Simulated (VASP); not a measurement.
```yaml
crystal:
  lattice:
    - [2.80507, 0.00000, 0.00000]
    - [0.00000, 2.80507, 0.00000]
    - [0.00000, 0.00000, 3.51205]
  atoms:
    - { symbol: Cu, position: [0.00000, 0.00000, 0.00000] }
    - { symbol: Au, position: [0.50000, 0.50000, 0.50000] }
```

All values below come from LDA (Ceperley-Alder, Perdew-Zunger), VASP's LDA PAW potentials (set 64) (plane waves; VASP). Run with 520 eV cut-off, Gaussian smearing of 0.050 eV, potentials Cu Au.

**Question.** Give the energies of bands 1 to 14 at the high-symmetry points, in eV from the Fermi level.

**Answer.** 
```tsv
band	Γ	X	M	Z	R	A
1	-10.34	-7.17	-7.60	-8.29	-7.43	-6.96
2	-7.02	-5.74	-6.18	-6.66	-7.07	-6.17
3	-6.87	-5.73	-6.18	-6.16	-4.93	-6.17
4	-4.41	-4.98	-6.15	-4.05	-4.56	-3.83
5	-4.41	-4.39	-1.92	-4.05	-4.10	-3.55
6	-3.37	-3.51	-1.90	-3.59	-2.88	-3.55
7	-2.99	-3.29	-1.89	-3.51	-2.07	-3.23
8	-2.26	-3.28	-1.87	-2.99	-1.96	-2.34
9	-1.84	-2.71	-1.45	-2.65	-1.69	-1.88
10	-1.60	-2.48	-1.45	-2.65	-1.61	-1.86
11	-1.60	-1.12	0.19	-2.48	-1.29	5.19
12	2.64	-0.37	0.19	-2.26	-1.29	5.57
13	9.32	10.13	5.00	14.21	2.80	5.57
14	9.51	10.25	6.89	14.60	4.76	6.15
```

It has no gap at this level: it comes out as a metal or semimetal.

The compound is CuAu in the L1_0 structure. It was relaxed first.
